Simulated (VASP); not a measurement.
```yaml
crystal:
  lattice:
    - [1.81875, -3.15016, 0.00000]
    - [1.81875, 3.15016, 0.00000]
    - [0.00000, 0.00000, 4.95402]
  atoms:
    - { symbol: Pt, position: [0.00000, 0.00000, 0.00000] }
    - { symbol: Se, position: [0.33333, 0.66667, 0.25500] }
    - { symbol: Se, position: [0.66667, 0.33333, 0.74500] }
```

The numbers are results of PBE GGA, VASP's PBE PAW potentials (set 64) (plane waves; VASP 6.6.1), not measurements. Numerical set-up: 300 eV cut-off, 8×8×5 Γ-centred mesh, Fermi-Dirac smearing of 0.020 eV, potentials Pt Se.

At this cut-off the stress carries a Pulay error, which pulls relaxed volumes low. Unless said otherwise, spin-orbit coupling is left out, though it shifts the bands of the heavy elements here.

Problem. What does the run give for the energy per atom (σ→0), pressure, largest force, band gap (on the k-mesh) with the smallest direct gap where there is one?

Solution. 
- band gap (on the k-mesh) = none (metal, semimetal or under 0.01 eV)
- energy per atom (σ→0) = -4.645 eV/atom
- pressure = 16.81 GPa
- largest force = 1.228 eV/Å

Only differences to runs with the same potentials and settings are physical.

The structure is a typed PtSe2 crystal. The cell was not relaxed at this level.
